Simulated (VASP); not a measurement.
```
CELL_PARAMETERS angstrom
      1.64394    -2.84738     0.00000
      1.64394     2.84738     0.00000
      0.00000     0.00000     5.09744
ATOMIC_POSITIONS crystal
  Sc 0.33333 0.66667 0.25000
  Sc 0.66667 0.33333 0.75000
```

Method: optB86b-vdW, VASP's PBE PAW potentials (set 64) (plane waves; VASP 6.6.1). Numerical set-up: 520 eV cut-off, 14×14×8 Γ-centred mesh, tetrahedra with Blöchl corrections, potentials Sc_sv.

### Question
Estimate the energy per atom (σ→0), band gap (on the k-mesh) with the smallest direct gap where there is one.

### Answer

| Item | Value |
|---|---|
| band gap (on the k-mesh) | none (metal, semimetal or under 0.01 eV) |
| energy per atom (σ→0) | -3.654 eV/atom |

Only differences to runs with the same potentials and settings are physical.

The compound is Sc in the hcp structure. It was relaxed first.
